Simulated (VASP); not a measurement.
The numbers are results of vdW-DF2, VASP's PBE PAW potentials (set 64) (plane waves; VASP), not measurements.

The input files of a VASP run:

File POSCAR:
```
HfB2
1
    1.5613703815    -2.7043730586    -0.0000000000
    1.5613703815     2.7043730586    -0.0000000000
   -0.0000000000    -0.0000000000     3.4547709102
Hf B
1 2
Direct
  0.0000000000   1.0000000000   0.0000000000
  0.3333330000   0.6666670000   0.5000000000
  0.6666670000   0.3333330000   0.5000000000
```

**INCAR**
```
! general
SYSTEM    =  HfB2
PREC      =  Accurate
ENCUT     =  520
LREAL     =  .FALSE.
LASPH     =  .TRUE.

! electronic loop
EDIFF     =  1E-6
NELM      =  100
ALGO      =  Normal
LMAXMIX   =  6

! smearing
ISMEAR    =  1
SIGMA     =  0.1

! functional
GGA       =  ML
LUSE_VDW  =  .TRUE.
AGGAC     =  0.0
ZAB_VDW   =  -1.8867

! ions
IBRION    =  2
NSW       =  60
ISIF      =  3
EDIFFG    =  -0.02

! output
LWAVE     =  .FALSE.
LCHARG    =  .FALSE.
```

### KPOINTS
```
Regular mesh
0
G
  10 10 8
0 0 0
```

POTCAR, in this order: Hf_pv B (PBE.64 set). Program: vasp_std.

### Question
What will the output report for the number of irreducible k-points (NKPTS), largest plane-wave count, number of space-group operations, FFT grid (NGX, NGY, NGZ)?

### Answer

number of irreducible k-points (NKPTS): 70
largest plane-wave count: 800
number of space-group operations: 24
FFT grid (NGX, NGY, NGZ): 24 × 24 × 28

The compound is HfB2 in the AlB2 type structure. This run relaxes it. Symmetry was kept, so distortions that lower it aren't found. The start is the result of an earlier pass.
